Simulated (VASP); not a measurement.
Method: r2SCAN meta-GGA, VASP's PBE PAW potentials (set 64) (plane waves; VASP).

The input files of a VASP run:

KPOINTS:
```
Automatic
0
Gamma
 6 6 6
0 0 0
```

**POSCAR**
```
InGaAs2
1.0
  2.0813280479   1.2016552426   6.8085376561
 -2.0813280479   1.2016552426   6.8085376561
  0.0000000000  -2.4033104851   6.8085376561
In Ga As
1 1 2
Cart
 -0.0000000000   0.0000000001  12.7569117770
 -0.0000000000   0.0000000000   2.5512340197
 -0.0000000000   0.0000000000   0.1059243611
  0.0000000000   0.0000000000  10.1176192448
```

### INCAR
```
# general
SYSTEM  = InGaAs2
PREC    = Accurate
ENCUT   = 400
LREAL   = .FALSE.
LASPH   = .TRUE.

# electronic loop
EDIFF   = 1E-6
NELM    = 100
ALGO    = Normal
LMAXMIX = 4
LMIXTAU = .TRUE.

# smearing
ISMEAR  = 0
SIGMA   = 0.05

# functional
METAGGA = R2SCAN

# ions
IBRION  = 2
NSW     = 60
ISIF    = 3
EDIFFG  = -0.02

# output
LWAVE   = .FALSE.
LCHARG  = .FALSE.
```

POTCAR, in this order: In_d Ga_d As (PBE.64 set). Program: vasp_std.

Output of the run:

**OUTCAR**
```
 ion  position               nearest neighbor table
   1  0.625  0.625  0.625-   3 2.59   3 2.59   3 2.59   4 2.64
   2  0.125  0.125  0.125-   3 2.45   4 2.52   4 2.52   4 2.52
   3  0.005  0.005  0.005-   2 2.45   1 2.59   1 2.59   1 2.59
   4  0.495  0.495  0.495-   2 2.52   2 2.52   2 2.52   1 2.64
  LATTYP: Found a trigonal (rhomboedric) cell.
 ALAT       =     7.2202553126
 COS(alpha) =     0.8338095898
 Subroutine PRICEL returns:
 Original cell was already a primitive cell.
 Subroutine GETGRP returns: Found  6 space group operations
The static configuration has the point symmetry C_3v.
The dynamic configuration has the point symmetry C_3v.
 Subroutine INISYM returns: Found  6 space group operations
 Subroutine IBZKPT returns following result:
 Found     32 irreducible k-points:

 Following reciprocal coordinates:
            Coordinates               Weight
  0.000000  0.000000  0.000000      1.000000
  0.166667 -0.000000 -0.000000      6.000000
  0.333333 -0.000000 -0.000000      6.000000
  0.500000 -0.000000  0.000000      3.000000
  0.166667  0.166667 -0.000000      6.000000
  0.333333  0.166667 -0.000000     12.000000
...
```

### OSZICAR
```
       N       E                     dE             d eps       ncg     rms          rms(c)
DAV:   1     0.194160879146E+03    0.19416E+03   -0.15608E+04  1408   0.181E+03
DAV:   2    -0.447226787481E+02   -0.23888E+03   -0.23462E+03  1498   0.414E+02
DAV:   3    -0.696335747236E+02   -0.24911E+02   -0.24656E+02  1720   0.135E+02
DAV:   4    -0.704393799336E+02   -0.80581E+00   -0.80444E+00  1718   0.269E+01
DAV:   5    -0.704658749123E+02   -0.26495E-01   -0.26488E-01  1980   0.419E+00    0.738E+00
DAV:   6    -0.671435436199E+02    0.33223E+01   -0.24614E+00  1702   0.305E+01    0.373E+00
DAV:   7    -0.639564913309E+02    0.31871E+01   -0.81487E-01  1492   0.844E+00    0.151E+00
DAV:   8    -0.648432693779E+02   -0.88678E+00   -0.97333E-01  1456   0.732E+00    0.126E+00
DAV:   9    -0.649214066273E+02   -0.78137E-01   -0.72243E-02  1654   0.214E+00    0.623E-01
DAV:  10    -0.649406723841E+02   -0.19266E-01   -0.29982E-02  1604   0.168E+00    0.323E-01
DAV:  11    -0.649574502090E+02   -0.16778E-01   -0.19110E-02  1516   0.101E+00    0.126E-01
DAV:  12    -0.649580162365E+02   -0.56603E-03   -0.11097E-03  1934   0.260E-01    0.171E-01
DAV:  13    -0.649568004121E+02    0.12158E-02   -0.61525E-04  1576   0.203E-01    0.174E-01
DAV:  14    -0.649578233794E+02   -0.10230E-02   -0.12146E-03  1492   0.255E-01    0.306E-02
DAV:  15    -0.649584401734E+02   -0.61679E-03   -0.13771E-04  1674   0.139E-01    0.351E-02
DAV:  16    -0.649585224689E+02   -0.82296E-04   -0.30099E-05  1690   0.489E-02    0.326E-02
DAV:  17    -0.649586252327E+02   -0.10276E-03   -0.17860E-05  1552   0.350E-02    0.223E-02
DAV:  18    -0.649586516865E+02   -0.26454E-04   -0.40693E-05  1684   0.577E-02    0.264E-03
DAV:  19    -0.649586630058E+02   -0.11319E-04   -0.18587E-05  1522   0.385E-02    0.100E-02
DAV:  20    -0.649586680450E+02   -0.50392E-05   -0.12506E-06  1246   0.841E-03    0.643E-03
DAV:  21    -0.649586683169E+02   -0.27189E-06   -0.12498E-07   926   0.326E-03
   1 F= -.64958668E+02 E0= -.64958634E+02  d E =-.649587E+02
```

**OUTCAR**
```
------------------------ aborting loop because EDIFF is reached ----------------------------------------
  FORCE on cell =-STRESS in cart. coord.  units (eV):
  Direction    XX          YY          ZZ          XY          YZ          ZX
  --------------------------------------------------------------------------------------
  Total        0.0530676      0.0530676      0.0736186     -0.0000000      0.0000000      0.0000000
  in kB        0.8321749      0.8321748      1.1544427     -0.0000000      0.0000000      0.0000000
  external PRESSURE =       0.9395975 kB  Pullay stress =       0.0000000 kB
  volume of cell :      102.17
      direct lattice vectors                 reciprocal lattice vectors
     2.081328048  1.201655243  6.808537656     0.240231231  0.138697574  0.048958139
    -2.081328048  1.201655243  6.808537656    -0.240231231  0.138697574  0.048958139
     0.000000000 -2.403310485  6.808537656     0.000000000 -0.277395148  0.048958139
 POSITION                                       TOTAL-FORCE (eV/Angst)
 -----------------------------------------------------------------------------------
      0.00000      0.00000     12.75691         0.000000     -0.000000     -0.010736
      0.00000      0.00000      2.55123         0.000000      0.000000      0.001219
      0.00000      0.00000      0.10592         0.000000      0.000000      0.014448
      0.00000      0.00000     10.11762         0.000000     -0.000000     -0.004931
 -----------------------------------------------------------------------------------
    total drift:                                0.000000     -0.000005      0.004462
  FREE ENERGIE OF THE ION-ELECTRON SYSTEM (eV)
  ---------------------------------------------------
  free  energy   TOTEN  =       -64.9586683169 eV

  energy  without entropy=      -64.9586002899  energy(sigma->0) =      -64.95863430

 reached required accuracy - stopping structural energy minimisation
```
(Selected blocks of OUTCAR.)

The structure comes from a computed database's InGaAs2 entry (R3m); how it stands against other phases isn't given here. It was relaxed first. The start is the result of an earlier pass.
